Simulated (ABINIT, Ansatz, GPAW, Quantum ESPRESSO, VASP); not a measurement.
One calculation of Mg2PbN2, 5 ways

```
Pb Mg N
1.0
     3.62686    0.00000    0.00000
    -1.81343    3.14096    0.00000
     0.00000    0.00000    6.56589
Pb Mg N
1 2 2
Direct
  0.99501 0.99345 0.49243
  0.34569 0.67127 0.85577
  0.66837 0.32784 0.12999
  0.32705 0.65797 0.19715
  0.65911 0.32126 0.79218
```

The cell comes from a database or a generator and needn't be the stable form of this composition.

Atoms were shifted at random by some hundredths of an Å from the given cell, which wasn't relaxed again for these runs.

Alike in all runs: task single point; functional PBE; k mesh 9 × 9 × 4; occupations fermi-dirac, width 0.05 eV; no spin polarisation; no spin-orbit coupling. Pressure is positive in compression and, in plane waves, holds the error of the finite cutoff, which Ansatz's Pulay term estimates and takes out.

```tsv
program and potentials	plane-wave cutoff (eV)	notes	pressure (GPa)	largest force (eV/Å)	energy over the undisturbed cell (meV/atom)
Ansatz, Ansatz PAW	420	8.8 valence electrons an atom on average; Pulay term of +0.25 GPa included	-0.08	0.499	3.80
Quantum ESPRESSO, SSSP 1.3 efficiency PBE	816	5.6 valence electrons an atom on average	-0.30	0.506	3.84
ABINIT, JTH PAW PBE v2.0	707	8.8 valence electrons an atom on average	-0.18	0.496	3.73
GPAW, GPAW PAW data sets (gpaw-data 1.2.1)	800	8.8 valence electrons an atom on average	-0.51	0.507	-
VASP, PBE PAW files Mg, N, Pb_d, 520 eV	520	5.6 valence electrons an atom on average	-0.30	0.502	-
```

Force on atom 2 (Mg), eV/Å:

| program and potentials | x | y | z |
| --- | --- | --- | --- |
| Ansatz, Ansatz PAW | -0.277 | -0.404 | -0.096 |
| Quantum ESPRESSO, SSSP 1.3 efficiency PBE | -0.281 | -0.410 | -0.092 |
| ABINIT, JTH PAW PBE v2.0 | -0.276 | -0.400 | -0.096 |
| GPAW, GPAW PAW data sets (gpaw-data 1.2.1) | -0.279 | -0.408 | -0.110 |
| VASP, PBE PAW files Mg, N, Pb_d, 520 eV | -0.279 | -0.407 | -0.094 |

The pressure spans -0.51 (GPAW, GPAW PAW data sets (gpaw-data 1.2.1)) to -0.08 GPa (Ansatz, Ansatz PAW).

Differences between rows come from potentials, basis sets and numerical settings, since the functional is the same but for its coding. Runs on potential files found faulty are left out.
